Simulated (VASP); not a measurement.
The system is Ca3Y3Au.

```
Ca Y Au
1.0
     5.56558    0.00000    0.00000
     0.00000    5.56558    0.00000
     0.00000    0.00000    5.56558
Ca Y Au
3 3 1
Direct
  0.00000 0.50000 0.00000
  0.50000 0.00000 0.00000
  0.00000 0.00000 0.50000
  0.00000 0.50000 0.50000
  0.50000 0.50000 0.00000
  0.50000 0.00000 0.50000
  0.50000 0.50000 0.50000
```

The cell was built by a generator and needn't be a form met in nature.

The cell isn't the ideal one: species swapped into the Ce3GaBr3 type (Pm-3m, No. 221).

* Program: VASP 6.6.1
* Task: relaxation of cell and atoms
* Functional: PBE
* Potentials or basis: VASP PAW PBE potentials, release 64 (Ca_sv, Y_sv, Au)
* Cutoff: 600 eV
* k mesh: 4 × 4 × 4
* Occupations: gaussian, width 0.1 eV
* Spin: no spin polarisation

At the start: pressure 17.2 GPa; volume 24.63 Å³/atom.

Problem. How do energy, volume and symmetry change on relaxing?

Solution. Over 3 steps the energy falls by 437.1 meV/atom and the volume is 35.90 Å³/atom (+45.8 %); space group Pm-3m (No. 221, to 0.05 Å).

The path:
| step | energy change (eV) | largest force (eV/Å) | pressure (GPa) | volume (Å³) |
| --- | --- | --- | --- | --- |
| 1 | 0.0000 | 0.0000 | 17.24 | 172.40 |
| 2 | -3.0576 | 0.0000 | 0.26 | 247.33 |
| 3 | -3.0595 | 0.0000 | -0.10 | 251.32 |

Final structure:
```
Ca Y Au
1.0
     6.31070    0.00000    0.00000
     0.00000    6.31070    0.00000
     0.00000    0.00000    6.31070
Ca Y Au
3 3 1
Direct
  0.00000 0.50000 0.00000
  0.50000 0.00000 0.00000
  0.00000 0.00000 0.50000
  0.00000 0.50000 0.50000
  0.50000 0.50000 0.00000
  0.50000 0.00000 0.50000
  0.50000 0.50000 0.50000
```

Caveat: the volume moved by over 15 % at a fixed basis, so the end points are rough.
